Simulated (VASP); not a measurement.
Runs of VASP 6.6.1 on F2. The cell holds a molecule in a box, 2 atoms: a = 10.000 Å, b = 10.500 Å, c = 11.000 Å, α = 90.00°, β = 90.00°, γ = 90.00°. 

```tsv
task	level	potentials or basis	cell	cutoff (eV)	gap on the mesh (eV)
relaxation of the atoms	LDA	VASP PAW LDA potentials, release 64 (F)	atoms relaxed	520	3.51
relaxation of the atoms	PBEsol	VASP PAW PBE potentials, release 64 (F)	atoms relaxed	520	3.51
single point	PBEsol	VASP PAW PBE potentials, release 64 (F)	as given	520	3.51
relaxation of the atoms	PBEsol	VASP PAW PBE potentials, release 64 (F_s)	atoms relaxed	400	(a)
relaxation of the atoms	PBEsol	VASP PAW PBE potentials, release 64 (F)	atoms relaxed	500	3.51
relaxation of the atoms	RPBE	VASP PAW PBE potentials, release 64 (F)	atoms relaxed	520	3.37
```

Alike in all rows: no spin polarisation; k mesh 1 × 1 × 1; smearing gaussian 0.02 eV.

Task: Estimate the missing entries.

Result: (a) 3.05.

Runs at the PBE level aren't shown here.
